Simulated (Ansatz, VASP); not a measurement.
# TiB2: VASP beside Ansatz, part 2 of 2

Aim: how closely do two programs agree when they are given the same cell, functional and k mesh? The cell is taken from a series of runs on this material, whose earlier steps may have relaxed, scaled, displaced or heated it; both programs get it as it stands.

VASP 6.6.1 and Ansatz 0.2.0.

So far: Starting point; Ansatz: zone-centre phonons, LDA.

### Step 3. VASP: zone-centre phonons, LDA

Level of this step: LDA; plane waves and PAW (B, Ti_sv) (VASP).

The same cell, functional (in two slightly different forms), mesh and smearing now go to VASP, with its own data sets.

Lines of VASP's logs that name or quote its potential files are left out, and so is its time.

File INCAR:

```
SYSTEM = TiB2
PREC = Accurate
ENCUT = 500
EDIFF = 1E-08
NELM = 120
ISMEAR = 1
SIGMA = 0.2
LREAL = .FALSE.
ALGO = Normal
GGA = PW92
NBANDS = 15
LASPH = .TRUE.
LORBIT = 11
LWAVE = .FALSE.
LCHARG = .FALSE.
ISIF = 2
IBRION = 8
GGA_COMPAT = .FALSE.
KPAR = 2
```

File POSCAR:

```
TiB2
1.0
    3.0109362237      0.0000000000      0.0000000000
   -1.5054681119      2.6075472589      0.0000000000
    0.0000000000      0.0000000000      3.1861993161
B Ti
2 1
Direct
    0.3333333333      0.6666666667      0.5000000000
    0.6666666667      0.3333333333      0.5000000000
    0.0000000000      0.0000000000      0.0000000000
```

File KPOINTS:

```
Automatic mesh
0
Gamma
18 18 16
0 0 0
```

PAW data sets: B and Ti_sv (LDA family, release 64).

Started as:

```
mpirun -np 2 vasp_std
```

Numbers of over 12 decimals in the logs are rounded to 6 here.

What it wrote:

```text
[banner, memory and clock lines left out]
running    2 mpi-ranks, on    1 nodes
 distrk:  each k-point on    1 cores,    2 groups
 distr:  one band on    1 cores,    1 groups

 POSCAR found type information on POSCAR B Ti
 POSCAR found :  2 types and       3 ions
|                                                                             |
|               ----> ADVICE to this user running VASP <----                  |
|                                                                             |
|     You enforced a specific xc type in the INCAR file but a different       |
|     [... a line on the potential file left out ...]
|     I HOPE YOU KNOW WHAT YOU ARE DOING!                                     |
|                                                                             |

 LDA part: xc-table for (Slater(with rela. corr.)+PW92), standard interpolation
 POSCAR, INCAR and KPOINTS ok, starting setup
 FFT: planning ... GRIDC
 FFT: planning ... GRID_SOFT
 FFT: planning ... GRID
 WAVECAR not read
 entering main loop
       N       E                     dE             d eps       ncg     rms          rms(c)
DAV:   1     0.119891542183E+03    0.11989E+03   -0.89106E+03  9990   0.133E+03
DAV:   2    -0.246062462795E+02   -0.14450E+03   -0.14000E+03 10592   0.355E+02
DAV:   3    -0.319707612007E+02   -0.73645E+01   -0.72907E+01 14284   0.780E+01
DAV:   4    -0.321761386949E+02   -0.20538E+00   -0.20506E+00 12490   0.115E+01
DAV:   5    -0.321813141461E+02   -0.51755E-02   -0.51750E-02 14481   0.154E+00    0.168E+01
DAV:   6    -0.269275668173E+02    0.52537E+01   -0.22088E+01 14052   0.527E+01    0.371E+00
DAV:   7    -0.269160801699E+02    0.11487E-01   -0.13679E+00 10760   0.137E+01    0.342E+00
DAV:   8    -0.269127619851E+02    0.33182E-02   -0.86427E-02 16559   0.253E+00    0.948E-01
DAV:   9    -0.269124203588E+02    0.34163E-03   -0.35050E-02 12447   0.263E+00    0.267E-01
DAV:  10    -0.269118964241E+02    0.52393E-03   -0.37948E-03 13696   0.779E-01    0.673E-02
DAV:  11    -0.269118858306E+02    0.10594E-04   -0.29882E-04 13847   0.180E-01    0.704E-02
DAV:  12    -0.269118700912E+02    0.15739E-04   -0.90251E-05 13370   0.121E-01    0.722E-03
DAV:  13    -0.269118694806E+02    0.61062E-06   -0.35298E-06 12137   0.223E-02    0.237E-03
DAV:  14    -0.269118695069E+02   -0.26318E-07   -0.23592E-07 12523   0.491E-03    0.109E-03
DAV:  15    -0.269118694758E+02    0.31074E-07   -0.61957E-08 12365   0.197E-03    0.421E-04
DAV:  16    -0.269118694793E+02   -0.34756E-08   -0.23377E-09  6102   0.563E-04
   1 F= -.26911869E+02 E0= -.26912062E+02  d E =0.578262E-03
 Linear response reoptimize wavefunctions to high precision
DAV:   1    -0.269118694800E+02   -0.70258E-09   -0.71196E-10  7374   0.291E-04
DAV:   2    -0.269118694800E+02   -0.25466E-10   -0.12498E-10  5366   0.107E-04
 Linear response DOF=           4
 Linear response progress:
  Degree of freedom:   1/  4
       N       E                     dE             d eps       ncg     rms          rms(c)
RMM:   1    -0.512018136132E-01   -0.51202E-01   -0.28740E-02102608   0.142E+00
RMM:   2    -0.454007133882E-01    0.58011E-02   -0.29841E-03 85574   0.374E-01    0.173E-01
RMM:   3    -0.451841314798E-01    0.21658E-03   -0.11718E-03 86233   0.192E-01    0.855E-02
RMM:   4    -0.457737561189E-01   -0.58962E-03   -0.81746E-04 85637   0.146E-01    0.923E-03
RMM:   5    -0.457680447888E-01    0.57113E-05   -0.14169E-04104456   0.533E-02    0.334E-03
RMM:   6    -0.457897782638E-01   -0.21733E-04   -0.31157E-05108855   0.225E-02    0.141E-03
RMM:   7    -0.457817269329E-01    0.80513E-05   -0.58103E-06105984   0.951E-03    0.463E-04
RMM:   8    -0.457874569433E-01   -0.57300E-05   -0.11666E-06108193   0.464E-03    0.214E-04
RMM:   9    -0.457859185282E-01    0.15384E-05   -0.46716E-07108870   0.227E-03    0.656E-05
RMM:  10    -0.457859148123E-01    0.37159E-08   -0.34206E-07109390   0.113E-03    0.216E-05
RMM:  11    -0.457860980260E-01   -0.18321E-06    0.60276E-08110357   0.586E-04    0.148E-05
RMM:  12    -0.457860699822E-01    0.28044E-07   -0.48586E-08110790   0.313E-04    0.973E-06
RMM:  13    -0.457860398175E-01    0.30165E-07   -0.24266E-09110348   0.167E-04    0.597E-06
RMM:  14    -0.457860373724E-01    0.24452E-08   -0.10309E-08113528   0.935E-05    0.192E-06
 first order change of Fermi-energy   0.61183E-04
 force on displaced ion       1 direction 1 : -19.629   0.000   0.000
 Linear response progress:
  Degree of freedom:   2/  4
       N       E                     dE             d eps       ncg     rms          rms(c)
RMM:   1    -0.469814681490E-01   -0.46981E-01    0.10493E-02 32742   0.175E+00
RMM:   2    -0.449294314763E-01    0.20520E-02   -0.24725E-03 30123   0.356E-01    0.133E-01
RMM:   3    -0.448403565201E-01    0.89075E-04   -0.10855E-03 30700   0.188E-01    0.643E-02
RMM:   4    -0.452971592108E-01   -0.45680E-03   -0.58302E-04 31306   0.131E-01    0.123E-02
RMM:   5    -0.453445052973E-01   -0.47346E-04   -0.11690E-04 35614   0.535E-02    0.351E-03
RMM:   6    -0.453711520622E-01   -0.26647E-04   -0.23095E-05 37371   0.237E-02    0.140E-03
RMM:   7    -0.453581734384E-01    0.12979E-04   -0.56079E-06 36482   0.108E-02    0.533E-04
RMM:   8    -0.453607162058E-01   -0.25428E-05   -0.72481E-07 37303   0.548E-03    0.193E-04
RMM:   9    -0.453609250186E-01   -0.20881E-06   -0.20217E-06 37296   0.263E-03    0.120E-04
RMM:  10    -0.453606715634E-01    0.25346E-06   -0.17461E-06 36627   0.142E-03    0.104E-04
RMM:  11    -0.453612490589E-01   -0.57750E-06   -0.10180E-06 36732   0.721E-04    0.448E-05
RMM:  12    -0.453611983848E-01    0.50674E-07   -0.64494E-07 38325   0.389E-04    0.107E-05
RMM:  13    -0.453611814328E-01    0.16952E-07   -0.46608E-07 38840   0.193E-04    0.447E-06
RMM:  14    -0.453611652295E-01    0.16203E-07   -0.26460E-07 38324   0.104E-04    0.999E-06
RMM:  15    -0.453611451565E-01    0.20073E-07   -0.16976E-07 35933   0.623E-05    0.220E-06
RMM:  16    -0.453611478749E-01   -0.27185E-08   -0.10000E-07 37722   0.345E-05    0.316E-06
RMM:  17    -0.453611460700E-01    0.18049E-08   -0.67413E-08 37127   0.190E-05    0.188E-06
 first order change of Fermi-energy  -0.24950E-03
 force on displaced ion       1 direction 3 :  -0.000   0.000 -10.031
 Linear response progress:
  Degree of freedom:   3/  4
       N       E                     dE             d eps       ncg     rms          rms(c)
RMM:   1    -0.675793696841E+00   -0.67579E+00    0.77178E+00 24872   0.129E+02
RMM:   2    -0.640392312118E+00    0.35401E-01   -0.32447E-01 41095   0.510E+00    0.176E-01
RMM:   3    -0.638988596182E+00    0.14037E-02   -0.22122E-02 48457   0.122E+00    0.764E-02
RMM:   4    -0.638856898061E+00    0.13170E-03   -0.12432E-02 54500   0.549E-01    0.192E-02
RMM:   5    -0.639666571266E+00   -0.80967E-03   -0.10595E-03 55839   0.186E-01    0.998E-03
RMM:   6    -0.639994616547E+00   -0.32805E-03   -0.27735E-04 57470   0.813E-02    0.402E-03
RMM:   7    -0.640149878779E+00   -0.15526E-03   -0.63531E-05 56831   0.368E-02    0.105E-03
RMM:   8    -0.640191200802E+00   -0.41322E-04   -0.19853E-05 58903   0.166E-02    0.237E-04
RMM:   9    -0.640196204618E+00   -0.50038E-05   -0.11094E-05 59867   0.862E-03    0.154E-04
RMM:  10    -0.640200896026E+00   -0.46914E-05   -0.76979E-06 59497   0.463E-03    0.105E-04
RMM:  11    -0.640207107317E+00   -0.62113E-05   -0.60868E-06 57147   0.291E-03    0.414E-05
RMM:  12    -0.640207541536E+00   -0.43422E-06   -0.50123E-06 61485   0.190E-03    0.787E-06
RMM:  13    -0.640208003522E+00   -0.46199E-06   -0.37075E-06 60920   0.134E-03    0.942E-06
RMM:  14    -0.640206595540E+00    0.14080E-05   -0.30681E-06 56300   0.106E-03    0.571E-05
RMM:  15    -0.640207092068E+00   -0.49653E-06   -0.25225E-06 56289   0.841E-04    0.469E-05
RMM:  16    -0.640208025888E+00   -0.93382E-06   -0.21202E-06 54299   0.713E-04    0.237E-05
RMM:  17    -0.640208134018E+00   -0.10813E-06   -0.17778E-06 60640   0.598E-04    0.247E-05
RMM:  18    -0.640208174374E+00   -0.40356E-07   -0.14930E-06 58897   0.517E-04    0.288E-05
RMM:  19    -0.640208479855E+00   -0.30548E-06   -0.12347E-06 52472   0.459E-04    0.298E-05
RMM:  20    -0.640208475891E+00    0.39644E-08   -0.10251E-06 55257   0.402E-04    0.349E-05
RMM:  21    -0.640208484509E+00   -0.86181E-08   -0.89698E-07 50145   0.358E-04    0.377E-05
RMM:  22    -0.640208538877E+00   -0.54368E-07   -0.79618E-07 49485   0.320E-04    0.391E-05
RMM:  23    -0.640208608649E+00   -0.69773E-07   -0.70555E-07 49741   0.289E-04    0.385E-05
 first order change of Fermi-energy   0.27937E-03
 force on displaced ion       3 direction 1 : -14.884  -0.000   0.000
 Linear response progress:
  Degree of freedom:   4/  4
       N       E                     dE             d eps       ncg     rms          rms(c)
RMM:   1    -0.778571834487E+00   -0.77857E+00    0.60109E-01 10256   0.125E+02
RMM:   2    -0.732022633248E+00    0.46549E-01   -0.30551E-01 16342   0.473E+00    0.193E-01
RMM:   3    -0.731099272754E+00    0.92336E-03   -0.23142E-02 19078   0.116E+00    0.858E-02
RMM:   4    -0.731693785801E+00   -0.59451E-03   -0.16144E-02 20956   0.566E-01    0.264E-02
RMM:   5    -0.732716686227E+00   -0.10229E-02   -0.13796E-03 21904   0.188E-01    0.179E-02
RMM:   6    -0.733826532232E+00   -0.11098E-02   -0.27732E-04 19702   0.945E-02    0.797E-03
RMM:   7    -0.733489216492E+00    0.33732E-03   -0.83173E-05 21079   0.413E-02    0.246E-03
RMM:   8    -0.733570852903E+00   -0.81636E-04   -0.26110E-05 22679   0.194E-02    0.654E-04
RMM:   9    -0.733588301172E+00   -0.17448E-04   -0.19383E-05 23260   0.979E-03    0.251E-04
RMM:  10    -0.733587456227E+00    0.84495E-06   -0.85241E-06 23572   0.556E-03    0.179E-04
RMM:  11    -0.733589857552E+00   -0.24013E-05   -0.69872E-06 23428   0.342E-03    0.151E-04
RMM:  12    -0.733594415850E+00   -0.45583E-05   -0.56009E-06 22365   0.245E-03    0.581E-05
RMM:  13    -0.733599355038E+00   -0.49392E-05   -0.45508E-06 22121   0.185E-03    0.630E-05
RMM:  14    -0.733597578495E+00    0.17765E-05   -0.30423E-06 22679   0.142E-03    0.117E-05
RMM:  15    -0.733597443518E+00    0.13498E-06   -0.29456E-06 23897   0.113E-03    0.213E-05
RMM:  16    -0.733597330756E+00    0.11276E-06   -0.24593E-06 23935   0.937E-04    0.302E-05
RMM:  17    -0.733597384354E+00   -0.53597E-07   -0.22982E-06 23418   0.791E-04    0.356E-05
RMM:  18    -0.733597355482E+00    0.28872E-07   -0.17655E-06 22824   0.679E-04    0.413E-05
RMM:  19    -0.733597591440E+00   -0.23596E-06   -0.17481E-06 20580   0.592E-04    0.393E-05
RMM:  20    -0.733597521131E+00    0.70310E-07   -0.12887E-06 22938   0.512E-04    0.419E-05
 first order change of Fermi-energy   0.20670E-02
 force on displaced ion       3 direction 3 :   0.000  -0.000 -14.909
 Linear response finished
```

OUTCAR, selected parts (step 3):

```text
ion  position               nearest neighbor table
   1  0.333  0.667  0.500-   2 1.74   2 1.74   2 1.74   3 2.36   3 2.36   3 2.36   3 2.36   3 2.36
                             3 2.36
   2  0.667  0.333  0.500-   1 1.74   1 1.74   1 1.74   3 2.36   3 2.36   3 2.36   3 2.36   3 2.36
                             3 2.36
   3  0.000  0.000  0.000-   1 2.36   2 2.36   1 2.36   2 2.36   2 2.36   2 2.36   1 2.36   1 2.36
                             2 2.36   2 2.36   1 2.36   1 2.36

  LATTYP: Found a hexagonal cell.
 ALAT       =     3.0109362237
 C/A-ratio  =     1.0582088358

 Subroutine GETGRP returns: Found 24 space group operations
 (whereof 24 operations were pure point group operations)

The static configuration has the point symmetry D_6h.

 Found    333 irreducible k-points:

   k-points           NKPTS =    333   k-points in BZ     NKDIM =    333   number of bands    NBANDS=     15

   dimension x,y,z NGX =    24 NGY =   24 NGZ =   24
   dimension x,y,z NGXF=    48 NGYF=   48 NGZF=   48

   ENCUT  =  500.0 eV  36.75 Ry    6.06 a.u.   5.49  5.49  5.81*2*pi/ulx,y,z

   NELECT =      18.0000    total number of electrons

 k-points in reciprocal lattice and weights: Automatic mesh
   0.00000000  0.00000000  0.00000000       0.000
   0.05555556  0.00000000  0.00000000       0.001
   0.11111111  0.00000000  0.00000000       0.001
   0.16666667  0.00000000  0.00000000       0.001
   0.22222222  0.00000000  0.00000000       0.001
   0.27777778  0.00000000  0.00000000       0.001
   0.33333333 -0.00000000  0.00000000       0.001
   0.38888889  0.00000000  0.00000000       0.001
   0.44444444  0.00000000  0.00000000       0.001
[...]
0.33333333  0.27777778  0.50000000       0.002
   0.33333333  0.33333333  0.50000000       0.000

 average (electrostatic) potential at core
       1 -27.2155       2 -27.2155       3 -70.5311

  Total       -0.7900185     -0.7900185     -0.7784806      0.0000000      0.0000000     -0.0000000
  in kB      -50.5989128    -50.5989128    -49.8599347      0.0000000      0.0000000     -0.0000000
  external PRESSURE =     -50.3525867 kB  Pullay stress =       0.0000000 kB

  energy-cutoff  :      500.00
  volume of cell :       25.02
      direct lattice vectors                 reciprocal lattice vectors
     3.010936224  0.000000000  0.000000000     0.332122611  0.191751079  0.000000000
    -1.505468112  2.607547259  0.000000000     0.000000000  0.383502158  0.000000000
     0.000000000  0.000000000  3.186199316     0.000000000  0.000000000  0.313853561

 POSITION                                       TOTAL-FORCE (eV/Angst)
 -----------------------------------------------------------------------------------
     -0.00000      1.73836      1.59310         0.000000     -0.000000     -0.000000
      1.50547      0.86918      1.59310        -0.000000      0.000000      0.000000
      0.00000      0.00000      0.00000        -0.000000      0.000000     -0.000000
 -----------------------------------------------------------------------------------
    total drift:                               -0.000000      0.000000      0.000000

 Eigenvectors and eigenvalues of the dynamical matrix
 ----------------------------------------------------

   1 f  =   26.824031 THz   168.540355 2PiTHz  894.753350 cm-1   110.935227 meV
             X         Y         Z           dx          dy          dz
     -0.000000  1.738365  1.593100    -0.494900    0.505048    0.000000
      1.505468  0.869182  1.593100     0.494900   -0.505048   -0.000000
      0.000000  0.000000  0.000000     0.000000   -0.000000    0.000000

   2 f  =   26.824031 THz   168.540355 2PiTHz  894.753350 cm-1   110.935227 meV
             X         Y         Z           dx          dy          dz
     -0.000000  1.738365  1.593100    -0.505048   -0.494900   -0.000000
      1.505468  0.869182  1.593100     0.505048    0.494900    0.000000
      0.000000  0.000000  0.000000    -0.000000    0.000000   -0.000000

   3 f  =   16.881207 THz   106.067750 2PiTHz  563.096445 cm-1    69.815030 meV
             X         Y         Z           dx          dy          dz
     -0.000000  1.738365  1.593100     0.000000    0.000000   -0.707107
      1.505468  0.869182  1.593100     0.000000    0.000000    0.707107
      0.000000  0.000000  0.000000     0.000000   -0.000000   -0.000000

   4 f  =   15.642219 THz    98.282960 2PiTHz  521.768259 cm-1    64.690990 meV
             X         Y         Z           dx          dy          dz
     -0.000000  1.738365  1.593100     0.000000   -0.000000   -0.586931
      1.505468  0.869182  1.593100     0.000000   -0.000000   -0.586931
      0.000000  0.000000  0.000000    -0.000000    0.000000    0.557695

   5 f  =   15.617774 THz    98.129370 2PiTHz  520.952875 cm-1    64.589896 meV
             X         Y         Z           dx          dy          dz
     -0.000000  1.738365  1.593100     0.410660   -0.419070    0.000000
      1.505468  0.869182  1.593100     0.410660   -0.419070    0.000000
      0.000000  0.000000  0.000000    -0.390617    0.398616   -0.000000

   6 f  =   15.617774 THz    98.129370 2PiTHz  520.952875 cm-1    64.589896 meV
             X         Y         Z           dx          dy          dz
     -0.000000  1.738365  1.593100     0.419070    0.410660   -0.000000
      1.505468  0.869182  1.593100     0.419070    0.410660   -0.000000
      0.000000  0.000000  0.000000    -0.398616   -0.390617    0.000000

   7 f/i=    0.001265 THz     0.007950 2PiTHz    0.042205 cm-1     0.005233 meV
             X         Y         Z           dx          dy          dz
     -0.000000  1.738365  1.593100     0.000000   -0.000000    0.394350
      1.505468  0.869182  1.593100     0.000000   -0.000000    0.394350
      0.000000  0.000000  0.000000     0.000000   -0.000000    0.830046

   8 f/i=    0.006372 THz     0.040038 2PiTHz    0.212558 cm-1     0.026354 meV
             X         Y         Z           dx          dy          dz
     -0.000000  1.738365  1.593100     0.392802   -0.038008   -0.000000
      1.505468  0.869182  1.593100     0.392802   -0.038008   -0.000000
      0.000000  0.000000  0.000000     0.825916   -0.079917   -0.000000

   9 f/i=    0.006372 THz     0.040038 2PiTHz    0.212558 cm-1     0.026354 meV
             X         Y         Z           dx          dy          dz
     -0.000000  1.738365  1.593100     0.038008    0.392802    0.000000
      1.505468  0.869182  1.593100     0.038008    0.392802    0.000000
      0.000000  0.000000  0.000000     0.079917    0.825916    0.000000

 ELASTIC MODULI CONTR FROM IONIC RELAXATION (kBar)
 Direction    XX          YY          ZZ          XY          YZ          ZX
 --------------------------------------------------------------------------------
 XX         -45.9994     45.9994      0.0000      0.0000      0.0000     -0.0000
 YY          45.9994    -45.9994      0.0000      0.0000      0.0000      0.0000
 ZZ           0.0000      0.0000      0.0000      0.0000      0.0000      0.0000
 XY           0.0000      0.0000      0.0000    -45.9994      0.0000     -0.0000
 YZ           0.0000      0.0000      0.0000      0.0000      0.0000      0.0000
 ZX          -0.0000      0.0000      0.0000     -0.0000      0.0000     -0.0000
 --------------------------------------------------------------------------------
```

### Step 4. Differences

Known differences besides the potentials themselves: the cutoff is 420 eV in Ansatz and 500 eV in VASP; VASP's log shows a relativistic correction to its local exchange, Ansatz's none. Total energies have different zeros and are not compared.

The two programs side by side:

```csv
quantity,Ansatz,VASP,difference
optical mode 1 to 2 (cm⁻¹),520.8,521.0,-0.02 %
optical mode 3 (cm⁻¹),521.1,521.8,-0.13 %
optical mode 4 (cm⁻¹),561.9,563.1,-0.21 %
optical mode 5 to 6 (cm⁻¹),894.0,894.8,-0.08 %
```

Modes are paired by rising frequency, not by their patterns, so a pair may set unlike modes beside each other; they are those without the splitting of longitudinal modes.

### Step 5. Results

```yaml
r_m_s_difference_of_the_optical_zone_centre_modes_each_program_s_sorted_by_frequency_zone_centre_phonons_lda: 0.69 cm⁻¹
```

The r.m.s. difference of the optical zone-centre modes, each program's sorted by frequency is 0.69 cm⁻¹ (zone-centre phonons, LDA). Such differences can come from data sets, numerical settings and the points named under the comparisons, not from the functional's error against experiment.

[Lines on the potential files, build, host, timing and source positions are cut from VASP's logs without a mark.]

[Logs are printed without paths, hosts, clocks, repeated set-up lines and the standing remarks that a program may print on its own settings, such as how far it seeks lower states.]

[Hosts, paths, dates, database ids (printed as entryN), source tags and the programs' standing remarks are cut or masked in the printed files.]
